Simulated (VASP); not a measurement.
Data:

```
CELL_PARAMETERS angstrom
      1.86660    -3.23305     0.00000
      1.86660     3.23305     0.00000
      0.00000     0.00000     5.93640
ATOMIC_POSITIONS crystal
  Zr 0.00000 0.00000 0.00000
  S  0.33333 0.66667 0.25000
  S  0.66667 0.33333 0.75000
```

Calculation: PBE GGA, VASP's PBE PAW potentials (set 64) (plane waves; VASP 6.6.1). Run with 300 eV cut-off, 6×6×4 Γ-centred mesh, Gaussian smearing of 0.050 eV, potentials Zr_sv S.

At this cut-off the stress carries a Pulay error, which pulls relaxed volumes low.

Q: Give the force on each atom (eV/Å).

A: 
```csv
atom,Fx,Fy,Fz
Zr1,0.000,0.000,0.000
S2,0.000,0.000,-0.652
S3,0.000,0.000,0.652
```

Q: Give the stress tensor in GPa (positive for a compressed cell).

A: 
```
-4.27   0.00   0.00
 0.00  -4.27   0.00
 0.00   0.00  -3.24
```
The pressure is its mean diagonal, -3.93 GPa.

The compound is ZrS2 in the 1T layered structure. The cell was not relaxed at this level. The run is one of a series of settings (ENCUT = 300 against the base run), some of them coarse on purpose.
